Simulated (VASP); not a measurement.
The input files of a VASP run:

File KPOINTS:
```
Automatic mesh
0
Gamma
2 2 2
0 0 0
```

POSCAR:
```
Y
1
   -2.0222360000     2.0222360000     2.0222360000
    2.0222360000    -2.0222360000     2.0222360000
    2.0222360000     2.0222360000    -2.0222360000
Y
1
Direct
  0.0000000000   0.0000000000   0.0000000000
```

**INCAR**
```
SYSTEM = Y
PREC = Accurate
ENCUT = 400
EDIFF = 1E-6
NELM = 25
ALGO = VeryFast
LREAL = .FALSE.
LASPH = .TRUE.
ISMEAR = 1
SIGMA = 0.1
GGA = PE
LMAXMIX = 4
LWAVE = .FALSE.
LCHARG = .FALSE.
ISIF = 2
HFSCREEN = 0.2
AEXX = 0.25
LHFCALC = .TRUE.
PRECFOCK = Fast
ISYM = 3
```

POTCAR, in this order: Y_sv (PBE.64 set). Program: vasp_std.

Output

**standard output**
```
 POSCAR found type information on POSCAR Y
 POSCAR found :  1 types and       1 ions
 Reading from existing POTCAR
 Reading from existing POTCAR
 LDA part: xc-table for (Slater+PW92), standard interpolation
 POSCAR, INCAR and KPOINTS ok, starting setup
 WAVECAR not read
 entering main loop
       N       E                     dE             d eps       ncg     rms          rms(c)
RMM:   1    -0.601388620363E+03   -0.60139E+03   -0.35552E+03    27   0.775E+02
RMM:   2    -0.667206470225E+03   -0.65818E+02   -0.84018E+02    27   0.206E+02
RMM:   3    -0.669280408675E+03   -0.20739E+01   -0.13178E+02    27   0.891E+01
RMM:   4    -0.670364020382E+03   -0.10836E+01   -0.30650E+01    27   0.444E+01
RMM:   5    -0.671903432908E+03   -0.15394E+01   -0.23001E+01    27   0.241E+01
RMM:   6    -0.671764207200E+03    0.13923E+00   -0.19784E+01    27   0.242E+01
RMM:   7    -0.671573758215E+03    0.19045E+00   -0.22187E+00    27   0.120E+01
RMM:   8    -0.669850981887E+03    0.17228E+01    0.77760E+00    27   0.148E+01
RMM:   9    -0.668853474986E+03    0.99751E+00   -0.79454E-01    83   0.754E+00
RMM:  10    -0.668126471641E+03    0.72700E+00   -0.51048E-01    86   0.617E+00
RMM:  11    -0.668125112227E+03    0.13594E-02   -0.43966E-01    86   0.565E+00
RMM:  12    -0.668124102013E+03    0.10102E-02   -0.41231E-01    91   0.530E+00    0.341E+01
RMM:  13     0.468517028323E+02    0.71498E+03   -0.11490E+01   108   0.264E+01    0.371E+01
RMM:  14     0.461992415611E+02   -0.65246E+00   -0.12511E+00    84   0.954E+00    0.609E+00
RMM:  15     0.464840682176E+02    0.28483E+00   -0.35345E-01    80   0.714E+00    0.343E+00
RMM:  16     0.466145615829E+02    0.13049E+00   -0.38228E-01    81   0.522E+00    0.164E+00
RMM:  17     0.466565376676E+02    0.41976E-01   -0.34551E-01    89   0.475E+00    0.808E-01
RMM:  18     0.466806249392E+02    0.24087E-01   -0.32761E-01    92   0.452E+00    0.420E-01
RMM:  19     0.466912487721E+02    0.10624E-01   -0.32749E-01   101   0.444E+00    0.223E-01
RMM:  20     0.466991344935E+02    0.78857E-02   -0.32720E-01   102   0.439E+00    0.125E-01
RMM:  21     0.467015889998E+02    0.24545E-02   -0.33005E-01   103   0.437E+00    0.689E-02
RMM:  22     0.467001441785E+02   -0.14448E-02   -0.33119E-01   104   0.435E+00    0.488E-02
RMM:  23     0.466983678013E+02   -0.17764E-02   -0.33288E-01   105   0.434E+00    0.440E-02
RMM:  24     0.466957032303E+02   -0.26646E-02   -0.33330E-01   107   0.433E+00    0.439E-02
RMM:  25     0.466938658143E+02   -0.18374E-02   -0.33380E-01   107   0.431E+00

 -----------------------------------------------------------------------------
|                                                                             |
|           W    W    AA    RRRRR   N    N  II  N    N   GGGG   !!!           |
|           W    W   A  A   R    R  NN   N  II  NN   N  G    G  !!!           |
|           W    W  A    A  R    R  N N  N  II  N N  N  G       !!!           |
|           W WW W  AAAAAA  RRRRR   N  N N  II  N  N N  G  GGG   !            |
|           WW  WW  A    A  R   R   N   NN  II  N   NN  G    G                |
|           W    W  A    A  R    R  N    N  II  N    N   GGGG   !!!           |
|                                                                             |
|     The electronic self-consistency was not achieved in the given           |
|     number of steps (NELM). The forces and other quantities evaluated       |
|     might not be reliable so examine the results carefully. If you find     |
|     spurious results, we suggest increasing NELM, if you were close to      |
|     convergence or switching to a different ALGO or adjusting the           |
|     density mixing parameters otherwise.                                    |
|                                                                             |
 -----------------------------------------------------------------------------

   1 F= 0.46693866E+02 E0= 0.46697983E+02  d E =-.123512E-01
```

OUTCAR:
```
------------------------ aborting loop EDIFF was not reached (unconverged)  ----------------------------
  FORCE on cell =-STRESS in cart. coord.  units (eV):
  Direction    XX          YY          ZZ          XY          YZ          ZX
  --------------------------------------------------------------------------------------
  Total       -5.1579651     -5.1579651     -5.1579651     -0.0000000     -0.0000000      0.0000000
  in kB     -249.8236105   -249.8236105   -249.8236105     -0.0000000     -0.0000000      0.0000000
  external PRESSURE =    -249.8236105 kB  Pullay stress =       0.0000000 kB
  volume of cell :       33.08
      direct lattice vectors                 reciprocal lattice vectors
    -2.022236000  2.022236000  2.022236000     0.000000000  0.247251063  0.247251063
     2.022236000 -2.022236000  2.022236000     0.247251063  0.000000000  0.247251063
     2.022236000  2.022236000 -2.022236000     0.247251063  0.247251063  0.000000000
 POSITION                                       TOTAL-FORCE (eV/Angst)
 -----------------------------------------------------------------------------------
      0.00000      0.00000      0.00000         0.000000     -0.000000      0.000000
 -----------------------------------------------------------------------------------
    total drift:                               -0.000012      0.097690      0.184389
  FREE ENERGIE OF THE ION-ELECTRON SYSTEM (eV)
  ---------------------------------------------------
  free  energy   TOTEN  =        46.6938658143 eV

  energy  without entropy=       46.7062169670  energy(sigma->0) =       46.69798287

  exchange ACFDT corr.  =        -0.20579662  see jH, gK, PRB 81, 115126
```
(Selected blocks of OUTCAR.)

Q: Read input and log: which fault does this run have?
A. SIGMA is far too large
B. a hybrid functional was run with ALGO = VeryFast
C. the Γ-only program was given a k-mesh
D. LEPSILON was set for a metal

A: B, a hybrid functional was run with ALGO = VeryFast. Convergence was not reached. Against the sound run, the energy per atom (σ→0) increases by 54.570 eV/atom; the pressure drops by 8.26 GPa.

To mend it, set ALGO = Normal.

The mended run (HSE06 screened hybrid, plane waves, VASP's PBE PAW potentials (set 64)) converges, and its OSZICAR ends with
```
   1 F= -.78787878E+01 E0= -.78717354E+01  d E =-.211571E-01
```

The structure was generated: Y was put into the bcc type (Im-3m), which need not be its known phase. The cell was not relaxed at this level.
